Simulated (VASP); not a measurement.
# RuSb (relaxed from the zinc blende structure, space group F-43m): computed properties

Computed with PBEsol GGA, VASP's PBE PAW potentials (set 64) (plane waves; VASP).

| Property | Value |
|---|---|
| space group | F-43m (216) |
| cell | a = b = c = 5.813 Å, α = β = γ = 90.00° |
| volume per atom | 24.56 Å³/atom |
| band gap (over mesh and band path) | none (metal, semimetal or under 0.01 eV) |
| density | 7.53 g/cm³ |

```yaml
crystal:
  lattice:
    - [0.00000, 2.90673, 2.90673]
    - [2.90673, 0.00000, 2.90673]
    - [2.90673, 2.90673, 0.00000]
  atoms:
    - { symbol: Ru, position: [0.00000, 0.00000, 0.00000] }
    - { symbol: Sb, position: [0.25000, 0.25000, 0.25000] }
```

Unless said otherwise, spin-orbit coupling is left out, though it shifts the bands of the heavy elements here.

The structure was generated: RuSb was put into the zinc blende type (F-43m), which need not be its known phase. It was relaxed first, which changed the volume by -31 %. Symmetry was kept, so distortions that lower it aren't found. The electron count is odd and the run is not spin-polarised, which forces a metal.
